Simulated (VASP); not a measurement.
Calculation: LDA (Ceperley-Alder, Perdew-Zunger), VASP's LDA PAW potentials (set 64) (plane waves; VASP).

VASP ran on this input.

File KPOINTS:
```
Automatic mesh
0
Gamma
11 11 11
0 0 0
```

File POSCAR:
```
CaO
1.0
  0.0000000000   2.3597990468   2.3597990468
  2.3597990468   0.0000000000   2.3597990468
  2.3597990468   2.3597990468   0.0000000000
Ca O
1 1
Cart
  0.0000000000   0.0000000000   0.0000000000
  2.3597990468   2.3597990468   2.3597990468
```

### INCAR
```
LORBIT = 11
EDIFF = 1E-7
PREC = Accurate
LASPH = .TRUE.
ISIF = 2   # forces and stress, cell fixed
NEDOS = 601   # DOS grid
ALGO = Normal   # blocked Davidson
LCHARG = .TRUE.
NELM = 100   # most electronic steps
ENCUT = 520
LREAL = .FALSE.   # projection in real space or not
SYSTEM = CaO
LWAVE = .FALSE.
ISMEAR = -5   # tetrahedra, Bloechl
```

POTCAR, in this order: Ca_sv O (LDA.64 set). Program: vasp_std.

What VASP printed:

OUTCAR:
```
 ion  position               nearest neighbor table
   1  0.000  0.000  0.000-   2 2.36   2 2.36   2 2.36   2 2.36   2 2.36   2 2.36
   2  0.500  0.500  0.500-   1 2.36   1 2.36   1 2.36   1 2.36   1 2.36   1 2.36
  LATTYP: Found a face centered cubic cell.
 ALAT       =     4.7195980936
 Subroutine PRICEL returns:
 Original cell was already a primitive cell.
 Subroutine GETGRP returns: Found 48 space group operations
The static configuration has the point symmetry O_h .
The dynamic configuration has the point symmetry O_h .
 Subroutine INISYM returns: Found 48 space group operations
 Subroutine IBZKPT returns following result:
 Found     56 irreducible k-points:

 Following reciprocal coordinates:
            Coordinates               Weight
  0.000000  0.000000  0.000000      1.000000
  0.090909  0.000000  0.000000      8.000000
  0.181818  0.000000  0.000000      8.000000
  0.272727  0.000000  0.000000      8.000000
  0.363636  0.000000  0.000000      8.000000
  0.454545  0.000000  0.000000      8.000000
  0.090909  0.090909  0.000000      6.000000
  0.181818  0.090909  0.000000     24.000000
  0.272727  0.090909  0.000000     24.000000
  0.363636  0.090909  0.000000     24.000000
  0.454545  0.090909  0.000000     24.000000
 -0.454545  0.090909  0.000000     24.000000
 -0.363636  0.090909  0.000000     24.000000
 -0.272727  0.090909  0.000000     24.000000
 -0.181818  0.090909  0.000000     24.000000
 -0.090909  0.090909  0.000000     12.000000
  0.181818  0.181818  0.000000      6.000000
  0.272727  0.181818  0.000000     24.000000
  0.363636  0.181818  0.000000     24.000000
  0.454545  0.181818  0.000000     24.000000
 -0.454545  0.181818  0.000000     24.000000
 -0.363636  0.181818  0.000000     24.000000
 -0.272727  0.181818  0.000000     24.000000
 -0.181818  0.181818  0.000000     12.000000
  0.272727  0.272727  0.000000      6.000000
  0.363636  0.272727  0.000000     24.000000
  0.454545  0.272727  0.000000     24.000000
 -0.454545  0.272727  0.000000     24.000000
 -0.363636  0.272727  0.000000     24.000000
 -0.272727  0.272727  0.000000     12.000000
  0.363636  0.363636  0.000000      6.000000
  0.454545  0.363636  0.000000     24.000000
 -0.454545  0.363636  0.000000     24.000000
 -0.363636  0.363636  0.000000     12.000000
  0.454545  0.454545  0.000000      6.000000
 -0.454545  0.454545  0.000000     12.000000
  0.272727  0.181818  0.090909     24.000000
  0.363636  0.181818  0.090909     48.000000
  0.454545  0.181818  0.090909     48.000000
 -0.454545  0.181818  0.090909     48.000000
   k-points           NKPTS =     56   k-points in BZ     NKDIM =     56   number of bands    NBANDS=     12
   number of dos      NEDOS =    601   number of ions     NIONS =      2
   total plane-waves  NPLWV =  21952
   dimension x,y,z NGX =    28 NGY =   28 NGZ =   28
   dimension x,y,z NGXF=    56 NGYF=   56 NGZF=   56
   ions per type =               1   1
   PREC   = accura    normal or accurate (medium, high low for compatibility)
   ISTART =      0    job   : 0-new  1-cont  2-samecut
   ICHARG =      2    charge: 1-file 2-atom 10-const
   ISPIN  =      1    spin polarized calculation?
   LNONCOLLINEAR =      F non collinear calculations
   LSORBIT =      F    spin-orbit coupling
   INIWAV =      1    electr: 0-lowe 1-rand  2-diag
   ENCUT  =  520.0 eV  38.22 Ry    6.18 a.u.   6.21  6.21  6.21*2*pi/ulx,y,z
   NELM   =    100;   NELMIN=  2; NELMDL= -5     # of ELM steps
   EDIFF  = 0.1E-06   stopping-criterion for ELM
   LREAL  =      F    real-space projection
   NLSPLINE    = F    spline interpolate recip. space projectors
   LMAXMIX     =    2 max onsite mixed and CHGCAR
...
```

### OSZICAR
```
       N       E                     dE             d eps       ncg     rms          rms(c)
DAV:   1     0.132187439517E+03    0.13219E+03   -0.87745E+03  1344   0.137E+03
DAV:   2    -0.918009970999E+01   -0.14137E+03   -0.13395E+03  1528   0.341E+02
DAV:   3    -0.157135024889E+02   -0.65334E+01   -0.64884E+01  1688   0.761E+01
DAV:   4    -0.159328047063E+02   -0.21930E+00   -0.21907E+00  1964   0.127E+01
DAV:   5    -0.159364752464E+02   -0.36705E-02   -0.36704E-02  1624   0.152E+00    0.846E+00
DAV:   6    -0.143344561799E+02    0.16020E+01   -0.83574E+00  1568   0.273E+01    0.366E+00
DAV:   7    -0.142525464648E+02    0.81910E-01   -0.69349E-01  1824   0.848E+00    0.171E+00
DAV:   8    -0.142232810377E+02    0.29265E-01   -0.75771E-02  1628   0.312E+00    0.357E-01
DAV:   9    -0.142210779315E+02    0.22031E-02   -0.14959E-02  1640   0.104E+00    0.109E-01
DAV:  10    -0.142211684266E+02   -0.90495E-04   -0.12390E-03  1572   0.363E-01    0.229E-02
DAV:  11    -0.142211861717E+02   -0.17745E-04   -0.18002E-04  2032   0.110E-01    0.281E-02
DAV:  12    -0.142211725566E+02    0.13615E-04   -0.45443E-05  1664   0.729E-02    0.298E-03
DAV:  13    -0.142211727890E+02   -0.23241E-06   -0.34360E-06  1812   0.176E-02    0.709E-04
DAV:  14    -0.142211727770E+02    0.11958E-07   -0.10706E-07  1144   0.360E-03
   1 F= -.14221173E+02 E0= -.14221173E+02  d E =0.000000E+00
```

**OUTCAR**
```
------------------------ aborting loop because EDIFF is reached ----------------------------------------
  FORCE on cell =-STRESS in cart. coord.  units (eV):
  Direction    XX          YY          ZZ          XY          YZ          ZX
  --------------------------------------------------------------------------------------
  Total        0.0017482      0.0017482      0.0017482      0.0000000      0.0000000      0.0000000
  in kB        0.1065716      0.1065716      0.1065716      0.0000000      0.0000000      0.0000000
  external PRESSURE =       0.1065716 kB  Pullay stress =       0.0000000 kB
  volume of cell :       26.28
      direct lattice vectors                 reciprocal lattice vectors
     0.000000000  2.359799047  2.359799047    -0.211882448  0.211882448  0.211882448
     2.359799047  0.000000000  2.359799047     0.211882448 -0.211882448  0.211882448
     2.359799047  2.359799047  0.000000000     0.211882448  0.211882448 -0.211882448
  FREE ENERGIE OF THE ION-ELECTRON SYSTEM (eV)
  ---------------------------------------------------
  free  energy   TOTEN  =       -14.2211727770 eV

  energy  without entropy=      -14.2211727770  energy(sigma->0) =      -14.22117278

 total charge

# of ion       s       p       d       tot
------------------------------------------
    1        2.045   5.883   0.338   8.267
    2        1.540   3.449   0.000   4.989
--------------------------------------------------
tot          3.586   9.332   0.338  13.256
```
(Selected blocks of OUTCAR.)

File OUTCAR:
```
 val. band max:        2.3404413129   @ k =   0.0000   0.0000   0.0000

 cond. band min:       5.8054864570   @ k =   0.4545   0.4545   0.0000


 Fermi energy:         2.3828036024

 k-point     1 :       0.0000    0.0000    0.0000
  band No.  band energies     occupation
      1     -34.5109      2.00000
      2     -15.5108      2.00000
      3     -15.5108      2.00000
      4     -15.5108      2.00000
      5     -12.9757      2.00000
      6       2.3404      2.00000
      7       2.3404      2.00000
      8       2.3404      2.00000
      9       7.3584      0.00000
     10       8.5721      0.00000
     11       8.5721      0.00000
     12       8.5721      0.00000

 k-point     2 :       0.0909    0.0000    0.0000
  band No.  band energies     occupation
      1     -34.4998      2.00000
      2     -15.6770      2.00000
      3     -15.5160      2.00000
      4     -15.5160      2.00000
      5     -12.8049      2.00000
      6       2.0179      2.00000
      7       2.2082      2.00000
      8       2.2082      2.00000
      9       7.7502      0.00000
     10       8.5418      0.00000
     11       8.7279      0.00000
     12       8.7279      0.00000

 k-point     3 :       0.1818    0.0000    0.0000
  band No.  band energies     occupation
      1     -34.4697      2.00000
      2     -16.0495      2.00000
      3     -15.5300      2.00000
      4     -15.5300      2.00000
      5     -12.4204      2.00000
      6       1.2913      2.00000
      7       1.8815      2.00000
      8       1.8815      2.00000
      9       8.4713      0.00000
     10       8.7571      0.00000
     11       9.1651      0.00000
     12       9.1651      0.00000

 k-point     4 :       0.2727    0.0000    0.0000
  band No.  band energies     occupation
      1     -34.4300      2.00000
      2     -16.4453      2.00000
      3     -15.5482      2.00000
      4     -15.5482      2.00000
      5     -12.0065      2.00000
      6       0.5087      2.00000
...
```

The structure comes from a computed database's CaO entry (Fm-3m); how it stands against other phases isn't given here. It was relaxed first, which changed the volume by -5 %.
